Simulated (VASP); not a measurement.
These are PBE GGA, VASP's PBE PAW potentials (set 64) (plane waves; VASP 6.6.1) values and carry that method's errors.

Input for VASP

### KPOINTS
```
Automatic
0
G
 11 11 6
```

INCAR:
```
ALGO=Normal
EDIFF=1E-5
ENCUT=400
GGA=PE
ISIF=2
ISMEAR=1
LASPH=.TRUE.
LCHARG=.FALSE.
LMAXMIX=6
LREAL=.FALSE.
LWAVE=.FALSE.
NELM=100
PREC=Accurate
SIGMA=0.1
SYSTEM=Gd
```

POSCAR:
```
Gd
1
    1.7840020000    -3.0654930000     0.0000000000
    1.7840020000     3.0654930000     0.0000000000
    0.0000000000     0.0000000000     5.8312260000
Gd
2
Direct
  0.3333330000   0.6666670000   0.2500000000
  0.6920380000   0.3587040000   0.7500000000
```

POTCAR, in this order: Gd_3 (PBE.64 set). Program: vasp_std.

The 4f electrons are frozen in the core of the lanthanide potential, so 4f levels, which can set the real gap, and their magnetism are missing.

Question: Estimate the energy per atom (σ→0), pressure, largest force, band gap (on the k-mesh).

Answer: 
energy per atom (σ→0): -4.572 eV/atom
band gap (on the k-mesh): none (metal, semimetal or under 0.01 eV)
pressure: 1.17 GPa
largest force: 0.067 eV/Å

OSZICAR:
```
...
DAV:   4    -0.913017939521E+01   -0.27015E-01   -0.26861E-01  7731   0.350E+00
DAV:   5    -0.913091789441E+01   -0.73850E-03   -0.73837E-03  9337   0.432E-01    0.227E+01
DAV:   6    -0.913374674157E+01   -0.28288E-02   -0.20277E-02  6869   0.115E+00    0.136E+01
DAV:   7    -0.914303695984E+01   -0.92902E-02   -0.36139E-02  6874   0.153E+00    0.208E-01
DAV:   8    -0.914270073125E+01    0.33623E-03   -0.20687E-03  7154   0.341E-01    0.548E-02
DAV:   9    -0.914270656935E+01   -0.58381E-05   -0.20342E-04  8035   0.105E-01    0.305E-02
DAV:  10    -0.914270171684E+01    0.48525E-05   -0.27478E-05  6165   0.377E-02
   1 F= -.91427017E+01 E0= -.91430099E+01  d E =0.924425E-03
```

The compound is Gd in the hcp structure. The cell was not relaxed at this level, atoms are displaced from their ideal sites. The run is one of a series of settings (EDIFF = 1E-5 against the base run), some of them coarse on purpose.
